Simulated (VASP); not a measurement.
A VASP calculation is set up with these files.

File POSCAR:
```
TiAl3
1.0
 -1.9239903810   1.9239903810   4.3159262518
  1.9239903810  -1.9239903810   4.3159262518
  1.9239903810   1.9239903810  -4.3159262518
Ti Al
1 3
Direct
  0.0000000000   1.0000000000   0.0000000000
  0.5000000000   0.5000000000   0.0000000000
  0.7500000000   0.2500000000   0.5000000000
  0.2500000000   0.7500000000   0.5000000000
```

### INCAR
```
# general
SYSTEM   =  TiAl3
PREC     =  Accurate
ENCUT    =  400
LREAL    =  .False.
LASPH    =  .True.

# electronic loop
EDIFF    =  1E-6
NELM     =  100
ALGO     =  Normal
LMAXMIX  =  4

# smearing
ISMEAR   =  1
SIGMA    =  0.1

# functional
GGA      =  PE

# ions
IBRION   =  2
NSW      =  60
ISIF     =  3
EDIFFG   =  -0.02

# output
LWAVE    =  .False.
LCHARG   =  .False.
```

**KPOINTS**
```
Automatic mesh
0
Gamma
 10 10 10
```

POTCAR, in this order: Ti_sv Al (PBE.64 set). Program: vasp_std.

### Question
Translate this PBE calculation to Quantum ESPRESSO's pw.x.

### Answer
One equivalent input (not run):
```
&CONTROL
  calculation = 'vc-relax'
  pseudo_dir = './pseudo'
  outdir = './out'
  tprnfor = .true.
  tstress = .true.
  nstep = 60
  forc_conv_thr = 0.00078
/
&SYSTEM
  ibrav = 0
  nat = 4
  ntyp = 2
  ecutwfc = 84
  occupations = 'smearing'
  smearing = 'methfessel-paxton'
  degauss = 0.00735
  input_dft = 'pbe'
/
&ELECTRONS
  conv_thr = 7.3e-08
  electron_maxstep = 100
/
&IONS
/
&CELL
/
ATOMIC_SPECIES
  Ti 47.867 Ti.upf
  Al 26.982 Al.upf
CELL_PARAMETERS angstrom
    -1.9239904    1.9239904    4.3159263
     1.9239904   -1.9239904    4.3159263
     1.9239904    1.9239904   -4.3159263
ATOMIC_POSITIONS crystal
  Ti   0.0000000  1.0000000  0.0000000
  Al   0.5000000  0.5000000  0.0000000
  Al   0.7500000  0.2500000  0.5000000
  Al   0.2500000  0.7500000  0.5000000
K_POINTS automatic
  10 10 10 0 0 0
```
What does not carry over: the potentials are each code's own (VASP's PAW set, PseudoDojo norm-conserving files in pw.x), so ENCUT and ecutwfc are chosen apart and not converted; conv_thr bounds pw.x's estimated SCF error, while EDIFF bounds the energy change between steps; forc_conv_thr acts on force components and is met together with etot_conv_thr.

The compound is TiAl3 in the sg139 structure. This run relaxes it. Symmetry was kept, so distortions that lower it aren't found. The start is the result of an earlier pass.
